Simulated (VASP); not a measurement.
Given:

```
Al2O3
1.0
    4.54280    -2.38000     0.00000
    4.54280     2.38000     0.00000
    3.29590     0.00000     3.92918
Al O
4 6
Direct
  0.85200   0.85200   0.85200
  0.35200   0.35200   0.35200
  0.14800   0.14800   0.14800
  0.64800   0.64800   0.64800
  0.44400   0.05600   0.75000
  0.05600   0.75000   0.44400
  0.55600   0.94400   0.25000
  0.25000   0.55600   0.94400
  0.94400   0.25000   0.55600
  0.75000   0.44400   0.05600
```

Computed with PBE GGA, VASP's PBE PAW potentials (set 64) (plane waves; VASP). Run with 480 eV cut-off, 6×6×6 Γ-centred mesh, Gaussian smearing of 0.050 eV, potentials Al O.

Energy and stress use the plane-wave basis of the starting cell.

The ions, cell shape and volume are relaxed. What does this cell relax into?

```
Al2O3
1.0
    4.58435    -2.40167     0.00006
    4.58435     2.40167     0.00006
    3.32610     0.00000     3.96501
Al O
4 6
Cartesian
 10.64723   0.00000   3.37882
  4.39982   0.00000   1.39625
  1.84758   0.00000   0.58632
  8.09499   0.00000   2.56888
  4.78675  -0.93084   2.97379
  5.17204   1.66626   1.75969
  7.70805   0.93084   0.99134
  6.83509   0.73541   3.74219
  7.32277  -1.66626   2.20545
  5.65972  -0.73541   0.22294
```
Space group R-3c (167), at a tolerance of 0.03 Å.

How do energy and volume change from the first to the last step?

The energy (σ→0) changes by -5.2 meV/atom and the volume by +2.8 %, in 5 ionic steps.

The compound is Al2O3 in the corundum structure. This run relaxes it. Symmetry was kept, so distortions that lower it aren't found.
